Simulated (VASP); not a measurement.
VASP ran on this input.

### KPOINTS
```
Regular mesh
0
Gamma
 8 8 5
```

**INCAR**
```
GGA  =  PE   ! PBE
EDIFF  =  1E-6   ! SCF stop (eV)
PREC  =  Accurate
SIGMA  =  0.02   ! width (eV)
ENCUT  =  300   ! plane-wave cut-off (eV)
LASPH  =  T
SYSTEM  =  PtSe2
LREAL  =  F
NELM  =  100
ISMEAR  =  -1
ISIF  =  2
LWAVE  =  F
ALGO  =  Normal
LCHARG  =  F
LMAXMIX  =  6
```

### POSCAR
```
PtSe2
1
    1.8187480000    -3.1501640000     0.0000000000
    1.8187480000     3.1501640000     0.0000000000
    0.0000000000     0.0000000000     4.9540160000
Pt Se
1 2
Direct
  0.0000000000   0.0000000000   0.0000000000
  0.3333330000   0.6666670000   0.2550000000
  0.6666670000   0.3333330000   0.7450000000
```

POTCAR, in this order: Pt Se (PBE.64 set). Program: vasp_std.

Write an equivalent input for Quantum ESPRESSO's pw.x.

One equivalent input (not run):
```
&CONTROL
  calculation = 'scf'
  pseudo_dir = './pseudo'
  outdir = './out'
  tprnfor = .true.
  tstress = .true.
/
&SYSTEM
  ibrav = 0
  nat = 3
  ntyp = 2
  ecutwfc = 86
  occupations = 'smearing'
  smearing = 'fermi-dirac'
  degauss = 0.00147
  input_dft = 'pbe'
/
&ELECTRONS
  conv_thr = 7.3e-08
  electron_maxstep = 100
/
ATOMIC_SPECIES
  Pt 195.084 Pt.upf
  Se 78.971 Se.upf
CELL_PARAMETERS angstrom
     1.8187480   -3.1501640    0.0000000
     1.8187480    3.1501640    0.0000000
     0.0000000    0.0000000    4.9540160
ATOMIC_POSITIONS crystal
  Pt   0.0000000  0.0000000  0.0000000
  Se   0.3333330  0.6666670  0.2550000
  Se   0.6666670  0.3333330  0.7450000
K_POINTS automatic
  8 8 5 0 0 0
```
The two are equivalent in intent, not identical: the potentials are each code's own (VASP's PAW set, PseudoDojo norm-conserving files in pw.x), so ENCUT and ecutwfc are chosen apart and not converted; conv_thr bounds pw.x's estimated SCF error, while EDIFF bounds the energy change between steps.

The structure is a typed PtSe2 crystal. The cell was not relaxed at this level.
